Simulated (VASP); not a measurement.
Given:

```xyz
2
Lattice="0.0000 1.9527 1.9527 1.9527 0.0000 1.9527 1.9527 1.9527 0.0000" Properties=species:S:1:pos:R:3 pbc="T T T"
Li     0.0000     0.0000     0.0000
F      1.9527     1.9527     1.9527
```

Method: LDA (Ceperley-Alder, Perdew-Zunger), VASP's LDA PAW potentials (set 64) (plane waves; VASP). Settings: 520 eV cut-off, Gaussian smearing of 0.050 eV, potentials Li_sv F.

Question: Predict the band gap (along the path) with the smallest direct gap where there is one.

Answer: 
- band gap (along the path) = 9.71 eV
- smallest direct gap (along the path) = 9.72 eV

Total energies compare only between runs with the same potentials, cut-off and functional.

The compound is LiF in the rock salt structure. It was relaxed first, which changed the volume by -9 %.
